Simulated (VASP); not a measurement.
VASP runs on In2O3 (space group Ia-3) share one base input (PBE GGA, plane waves, VASP's PBE PAW potentials (set 64)) and change the settings named in each case.

### INCAR
```
# general
SYSTEM  = In2O3
PREC    = Accurate
ENCUT   = 400
LREAL   = Auto
LASPH   = T

# electronic loop
EDIFF   = 1E-6
NELM    = 100
ALGO    = Normal
LMAXMIX = 4

# smearing
ISMEAR  = 1
SIGMA   = 0.2

# functional
GGA     = PE

# ions
ISIF    = 2

# output
LWAVE   = F
LCHARG  = F
```

### KPOINTS
```
Automatic mesh
0
Gamma
3 3 3
0 0 0
```

POSCAR:
```
In2O3
1
   -5.1485410000     5.1485410000     5.1485410000
    5.1485410000    -5.1485410000     5.1485410000
    5.1485410000     5.1485410000    -5.1485410000
In O
16 24
Direct
  0.5000000000   0.5000000000   0.5000000000
  0.5000000000   0.0000000000   0.0000000000
  0.0000000000   0.0000000000   0.5000000000
  0.0000000000   0.5000000000   0.0000000000
  0.2500000000   0.7165000000   0.4665000000
  0.7500000000   0.7835000000   0.0335000000
  0.4665000000   0.2500000000   0.7165000000
  0.0335000000   0.7500000000   0.7835000000
  0.7165000000   0.4665000000   0.2500000000
  0.7835000000   0.0335000000   0.7500000000
  0.7500000000   0.2835000000   0.5335000000
  0.2500000000   0.2165000000   0.9665000000
  0.5335000000   0.7500000000   0.2835000000
  0.9665000000   0.2500000000   0.2165000000
  0.2835000000   0.5335000000   0.7500000000
  0.2165000000   0.9665000000   0.2500000000
  0.5361000000   0.7737000000   0.5434000000
  0.7303000000   0.9927000000   0.9566000000
  0.7697000000   0.7263000000   0.2624000000
  0.9639000000   0.5073000000   0.2376000000
  0.5434000000   0.5361000000   0.7737000000
  0.9566000000   0.7303000000   0.9927000000
  0.2624000000   0.7697000000   0.7263000000
  0.2376000000   0.9639000000   0.5073000000
  0.7737000000   0.5434000000   0.5361000000
  0.9927000000   0.9566000000   0.7303000000
  0.7263000000   0.2624000000   0.7697000000
  0.5073000000   0.2376000000   0.9639000000
  0.4639000000   0.2263000000   0.4566000000
  0.2697000000   0.0073000000   0.0434000000
  0.2303000000   0.2737000000   0.7376000000
  0.0361000000   0.4927000000   0.7624000000
  0.4566000000   0.4639000000   0.2263000000
  0.0434000000   0.2697000000   0.0073000000
  0.7376000000   0.2303000000   0.2737000000
  0.7624000000   0.0361000000   0.4927000000
  0.2263000000   0.4566000000   0.4639000000
  0.0073000000   0.0434000000   0.2697000000
  0.2737000000   0.7376000000   0.2303000000
  0.4927000000   0.7624000000   0.0361000000
```

POTCAR, in this order: In_d O (PBE.64 set). Program: vasp_std.

```
change                                                                                                                                                                                                                                                                                                                                                                                                                                                                                                                                                                                                                               E(σ→0) (eV/atom)  pressure (GPa)  largest force (eV/Å)  −TS (eV)
-----------------------------------------------------------------------------------------------------------------------------------------------------------------------------------------------------------------------------------------------------------------------------------------------------------------------------------------------------------------------------------------------------------------------------------------------------------------------------------------------------------------------------------------------------------------------------------------------------------------------------------  ----------------  --------------  --------------------  --------
base run                                                                                                                                                                                                                                                                                                                                                                                                                                                                                                                                                                                                                                      -5.5862           -4.22                 0.282    0.1237
EDIFF = 1E-01                                                                                                                                                                                                                                                                                                                                                                                                                                                                                                                                                                                                                                 -5.5856           -1.14                 0.303    0.1236
EDIFF = 1E-02                                                                                                                                                                                                                                                                                                                                                                                                                                                                                                                                                                                                                                 -5.5861           -4.42                 0.284    0.1238
EDIFF = 1E-03                                                                                                                                                                                                                                                                                                                                                                                                                                                                                                                                                                                                                                 -5.5862           -4.00                 0.284    0.1238
EDIFF = 1E-04                                                                                                                                                                                                                                                                                                                                                                                                                                                                                                                                                                                                                                 -5.5862           -4.13                 0.282    0.1238
EDIFF = 1E-05                                                                                                                                                                                                                                                                                                                                                                                                                                                                                                                                                                                                                                 -5.5862           -4.21                 0.282    0.1238
EDIFF = 1E-06                                                                                                                                                                                                                                                                                                                                                                                                                                                                                                                                                                                                                                 -5.5862           -4.22                 0.282    0.1237
EDIFF = 1E-08                                                                                                                                                                                                                                                                                                                                                                                                                                                                                                                                                                                                                                 -5.5862           -4.20                 0.282    0.1238
EDIFF = 1E-10                                                                                                                                                                                                                                                                                                                                                                                                                                                                                                                                                                                                                                 -5.5862           -4.20                 0.282    0.1238
EDIFF = 1E-12 (not converged)                                                                                                                                                                                                                                                                                                                                                                                                                                                                                                                                                                                                                 -5.5862           -4.20                 0.282    0.1238
GGA_COMPAT = .FALSE., LNONCOLLINEAR = .TRUE., LSORBIT = .TRUE., MAGMOM = 0.0 0.0 0.0 0.0 0.0 0.0 0.0 0.0 0.0 0.0 0.0 0.0 0.0 0.0 0.0 0.0 0.0 0.0 0.0 0.0 0.0 0.0 0.0 0.0 0.0 0.0 0.0 0.0 0.0 0.0 0.0 0.0 0.0 0.0 0.0 0.0 0.0 0.0 0.0 0.0 0.0 0.0 0.0 0.0 0.0 0.0 0.0 0.0 0.0 0.0 0.0 0.0 0.0 0.0 0.0 0.0 0.0 0.0 0.0 0.0 0.0 0.0 0.0 0.0 0.0 0.0 0.0 0.0 0.0 0.0 0.0 0.0 0.0 0.0 0.0 0.0 0.0 0.0 0.0 0.0 0.0 0.0 0.0 0.0 0.0 0.0 0.0 0.0 0.0 0.0 0.0 0.0 0.0 0.0 0.0 0.0 0.0 0.0 0.0 0.0 0.0 0.0 0.0 0.0 0.0 0.0 0.0 0.0 0.0 0.0 0.0 0.0 0.0 0.0 0.0 0.0 0.0 0.0 0.0 0.0, program vasp_ncl                                                    -5.5976           -4.24                 0.282    0.1236
GGA removed, GGA_COMPAT = .FALSE., LNONCOLLINEAR = .TRUE., LSORBIT = .TRUE., MAGMOM = 0.0 0.0 0.0 0.0 0.0 0.0 0.0 0.0 0.0 0.0 0.0 0.0 0.0 0.0 0.0 0.0 0.0 0.0 0.0 0.0 0.0 0.0 0.0 0.0 0.0 0.0 0.0 0.0 0.0 0.0 0.0 0.0 0.0 0.0 0.0 0.0 0.0 0.0 0.0 0.0 0.0 0.0 0.0 0.0 0.0 0.0 0.0 0.0 0.0 0.0 0.0 0.0 0.0 0.0 0.0 0.0 0.0 0.0 0.0 0.0 0.0 0.0 0.0 0.0 0.0 0.0 0.0 0.0 0.0 0.0 0.0 0.0 0.0 0.0 0.0 0.0 0.0 0.0 0.0 0.0 0.0 0.0 0.0 0.0 0.0 0.0 0.0 0.0 0.0 0.0 0.0 0.0 0.0 0.0 0.0 0.0 0.0 0.0 0.0 0.0 0.0 0.0 0.0 0.0 0.0 0.0 0.0 0.0 0.0 0.0 0.0 0.0 0.0 0.0 0.0 0.0 0.0 0.0 0.0 0.0, POTCAR In_d O (LDA.64 set), program vasp_ncl           -6.3838          -14.24                 0.289    0.1232
```
 Energies of different potentials or functionals have different zeros.  Unless said otherwise, spin-orbit coupling is left out, though it shifts the bands of the heavy elements here. At 400 eV the pressure can carry a Pulay error.

Left out are runs that ran out of time, are held back, or changed the cell or the kind of run, fixed moments of cells without a moment, rows past the twelfth, gaps on odd meshes, pressures of charged cells and columns that move by less than the noise.

The structure was generated: In2O3 was put into an ordered model structure, a phase also known from measurement. The cell was not relaxed at this level, forces remain on its atoms, its lattice was scaled by up to 2.5 %.
